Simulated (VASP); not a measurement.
Computed with PBEsol GGA, VASP's PBE PAW potentials (set 64) (plane waves; VASP).

A VASP calculation is set up with these files.

File POSCAR:
```
Zn4STe3
1
    0.0097723191     5.9068513464     5.8738700918
    5.9068513464     0.0097723191     5.8738700918
    2.9583118327     2.9583118327     0.0000000000
Zn Te S
4 3 1
Direct
  0.9992146071   0.9992146071   0.0015707858
  0.9732272767   0.5105644203   0.0162083029
  0.5105644203   0.9732272767   0.0162083029
  0.5161271672   0.5161271672   0.9677456657
  0.1268159192   0.1268159192   0.2463681617
  0.1271474900   0.6221152735   0.2507372365
  0.6221152735   0.1271474900   0.2507372365
  0.6247878460   0.6247878460   0.2504243080
```

KPOINTS:
```
Automatic mesh
0
Gamma
3 3 6
0 0 0
```

### INCAR
```
ALGO=Normal
EDIFF=1E-6
EDIFFG=-0.02
ENCUT=400
GGA=PS
IBRION=2
ISIF=3
ISMEAR=0
LASPH=.TRUE.
LCHARG=.FALSE.
LMAXMIX=4
LREAL=.FALSE.
LWAVE=.FALSE.
NELM=100
NSW=60
PREC=Accurate
SIGMA=0.05
SYSTEM=Zn4STe3
```

POTCAR, in this order: Zn Te S (PBE.64 set). Program: vasp_std.

Output of the run:

OSZICAR:
```
       N       E                     dE             d eps       ncg     rms          rms(c)
DAV:   1     0.457355866374E+03    0.45736E+03   -0.27902E+04  1376   0.153E+03
DAV:   2     0.258146507277E+02   -0.43154E+03   -0.42121E+03  1400   0.354E+02
DAV:   3    -0.239920538152E+02   -0.49807E+02   -0.49403E+02  1529   0.123E+02
DAV:   4    -0.259463981095E+02   -0.19543E+01   -0.19480E+01  1621   0.231E+01
DAV:   5    -0.259840296295E+02   -0.37632E-01   -0.37622E-01  1698   0.315E+00    0.108E+01
DAV:   6    -0.249043439678E+02    0.10797E+01   -0.35790E+00  1837   0.383E+01    0.816E+00
DAV:   7    -0.249081133955E+02   -0.37694E-02   -0.20019E+00  1525   0.674E+00    0.338E+00
DAV:   8    -0.248889517092E+02    0.19162E-01   -0.70317E-02  1784   0.421E+00    0.912E-01
DAV:   9    -0.248909862563E+02   -0.20345E-02   -0.37942E-02  1576   0.153E+00    0.333E-01
DAV:  10    -0.248906380139E+02    0.34824E-03   -0.19718E-03  1896   0.670E-01    0.240E-01
DAV:  11    -0.248908185450E+02   -0.18053E-03   -0.22777E-03  1856   0.322E-01    0.555E-02
DAV:  12    -0.248907824285E+02    0.36117E-04   -0.45492E-04  1717   0.354E-01    0.390E-02
DAV:  13    -0.248907930305E+02   -0.10602E-04   -0.89468E-05  1616   0.213E-01    0.205E-02
DAV:  14    -0.248907959605E+02   -0.29299E-05   -0.16061E-05  1645   0.530E-02    0.107E-02
DAV:  15    -0.248907965833E+02   -0.62281E-06   -0.35882E-06  1328   0.353E-02
   1 F= -.24890797E+02 E0= -.24890797E+02  d E =-.248908E+02
       N       E                     dE             d eps       ncg     rms          rms(c)
DAV:   1    -0.248929327735E+02   -0.21368E-02   -0.84904E-02  1443   0.152E+00    0.319E-01
DAV:   2    -0.248919496372E+02    0.98314E-03   -0.38112E-03  1596   0.667E-01    0.161E-01
DAV:   3    -0.248913557721E+02    0.59387E-03   -0.53144E-04  1778   0.213E-01    0.730E-02
DAV:   4    -0.248912839014E+02    0.71871E-04   -0.34125E-04  1562   0.118E-01    0.148E-02
DAV:   5    -0.248912892383E+02   -0.53369E-05   -0.83794E-05  1506   0.731E-02    0.125E-02
DAV:   6    -0.248912891958E+02    0.42523E-07   -0.15267E-06  1063   0.180E-02
   2 F= -.24891289E+02 E0= -.24891289E+02  d E =-.492612E-03
       N       E                     dE             d eps       ncg     rms          rms(c)
DAV:   1    -0.248913573891E+02   -0.68151E-04   -0.27792E-03  1449   0.275E-01    0.583E-02
DAV:   2    -0.248913254191E+02    0.31970E-04   -0.12277E-04  1610   0.120E-01    0.289E-02
DAV:   3    -0.248913061038E+02    0.19315E-04   -0.17192E-05  1738   0.399E-02    0.130E-02
DAV:   4    -0.248913038559E+02    0.22479E-05   -0.11237E-05  1570   0.217E-02    0.267E-03
DAV:   5    -0.248913040392E+02   -0.18327E-06   -0.27245E-06  1160   0.137E-02
   3 F= -.24891304E+02 E0= -.24891304E+02  d E =-.507456E-03
       N       E                     dE             d eps       ncg     rms          rms(c)
DAV:   1    -0.248919566402E+02   -0.65278E-03   -0.25810E-02  1685   0.119E+00    0.185E-01
DAV:   2    -0.248915497500E+02    0.40689E-03   -0.24395E-03  1590   0.686E-01    0.801E-02
DAV:   3    -0.248914655018E+02    0.84248E-04   -0.11927E-04  1659   0.109E-01    0.414E-02
DAV:   4    -0.248914394168E+02    0.26085E-04   -0.35413E-05  1475   0.588E-02    0.106E-02
DAV:   5    -0.248914394187E+02   -0.19909E-08   -0.10689E-05  1515   0.336E-02    0.698E-03
DAV:   6    -0.248914393827E+02    0.36012E-07   -0.16092E-06   818   0.130E-02
   4 F= -.24891439E+02 E0= -.24891439E+02  d E =-.135344E-03
```

OUTCAR:
```
------------------------ aborting loop because EDIFF is reached ----------------------------------------
  FORCE on cell =-STRESS in cart. coord.  units (eV):
  Direction    XX          YY          ZZ          XY          YZ          ZX
  --------------------------------------------------------------------------------------
  Total       -0.0189969     -0.0189969      0.0574263      0.0174838      0.0000000      0.0000000
  in kB       -0.1486232     -0.1486232      0.4492787      0.1367856      0.0000000      0.0000000
  external PRESSURE =       0.0506774 kB  Pullay stress =       0.0000000 kB
  volume of cell :      204.79
      direct lattice vectors                 reciprocal lattice vectors
     0.000345514  5.901296032  5.880457001    -0.084732112  0.084732112  0.085027405
     5.901296032  0.000345514  5.880457001     0.084732112 -0.084732112  0.085027405
     2.950820773  2.950820773  0.000000000     0.169444381  0.169444381 -0.170054810
 POSITION                                       TOTAL-FORCE (eV/Angst)
 -----------------------------------------------------------------------------------
      5.90164      5.90164     11.75155        -0.000000     -0.000000     -0.004691
      3.06207      5.79039      8.72722         0.003854     -0.003854     -0.003440
      5.79039      3.06207      8.72722        -0.003854      0.003854     -0.003440
      5.90164      5.90164      6.06804        -0.000000     -0.000000     -0.016666
      1.47541      1.47541      1.48991         0.000000      0.000000      0.014555
      4.41248      1.48916      4.40642         0.003602     -0.003602      0.007925
      1.48916      4.41248      4.40642        -0.003602      0.003602      0.007925
      4.42623      4.42623      7.34733        -0.000000     -0.000000     -0.002168
 -----------------------------------------------------------------------------------
    total drift:                               -0.000074     -0.000074     -0.000825
  FREE ENERGIE OF THE ION-ELECTRON SYSTEM (eV)
  ---------------------------------------------------
  free  energy   TOTEN  =       -24.8914393827 eV

  energy  without entropy=      -24.8914393827  energy(sigma->0) =      -24.89143938

 reached required accuracy - stopping structural energy minimisation
```
(Selected blocks of OUTCAR.)

File CONTCAR:
```
Zn4STe3
   1.00000000000000
     0.0003455138638993    5.9012960320639882    5.8804570010888382
     5.9012960320639882    0.0003455138638993    5.8804570010888382
     2.9508207729140148    2.9508207729140148    0.0000000000000564
  Zn              Te              S
     4     3     1
Direct
     0.9992040266251723    0.9992040266251723    0.0015919467496555
     0.9732294979017349    0.5108770746931245    0.0158934273051389
     0.5108770746931245    0.9732294979017349    0.0158934273051389
     0.5159493961427367    0.5159493961427367    0.9681012078145215
     0.1266829319840619    0.1266829319840619    0.2466341361318709
     0.1269672288723306    0.6223651142283838    0.2506676568992856
     0.6223651142283838    0.1269672288723306    0.2506676568992856
     0.6247247295524483    0.6247247295524483    0.2505505408950963
```

OUTCAR:
```
 val. band max:        3.3737033432   @ k =   0.0000   0.0000   0.0000

 cond. band min:       3.8369510654   @ k =   0.0000   0.0000   0.0000


 Fermi energy:         3.6082275587

 k-point     1 :       0.0000    0.0000    0.0000
  band No.  band energies     occupation
      1      -9.9231      2.00000
      2      -8.4625      2.00000
      3      -7.7888      2.00000
      4      -7.4881      2.00000
      5      -3.9054      2.00000
      6      -3.8883      2.00000
      7      -3.8510      2.00000
      8      -3.7600      2.00000
      9      -3.7111      2.00000
     10      -3.6995      2.00000
     11      -3.6783      2.00000
     12      -3.6455      2.00000
     13      -3.6305      2.00000
     14      -3.5867      2.00000
     15      -3.5750      2.00000
     16      -3.5669      2.00000
     17      -3.4830      2.00000
     18      -3.4801      2.00000
     19      -3.4736      2.00000
     20      -3.4147      2.00000
     21      -3.3753      2.00000
     22      -3.3530      2.00000
     23      -3.3202      2.00000
     24      -3.2330      2.00000
     25      -2.3940      2.00000
     26      -2.2180      2.00000
     27      -1.9050      2.00000
     28       0.4418      2.00000
     29       0.6623      2.00000
     30       1.8056      2.00000
     31       1.8441      2.00000
     32       2.1679      2.00000
     33       2.5923      2.00000
     34       3.2297      2.00000
     35       3.3198      2.00000
     36       3.3737      2.00000
     37       3.8370      0.00000
     38       5.3909      0.00000
     39       5.4529      0.00000
     40       5.5926      0.00000
     41       5.6229      0.00000
     42       7.8688      0.00000
     43       7.8919      0.00000

 k-point     2 :       0.3333    0.0000    0.0000
  band No.  band energies     occupation
      1      -9.8883      2.00000
      2      -8.3961      2.00000
      3      -7.9114      2.00000
      4      -7.5680      2.00000
      5      -3.8962      2.00000
...
```

Unless said otherwise, spin-orbit coupling is left out, though it shifts the bands of the heavy elements here.

The structure was generated: Zn4STe3 was put into an ordered model structure (Amm2), which need not be its known phase. This run relaxes it. Symmetry was kept, so distortions that lower it aren't found. The start is the result of an earlier pass.
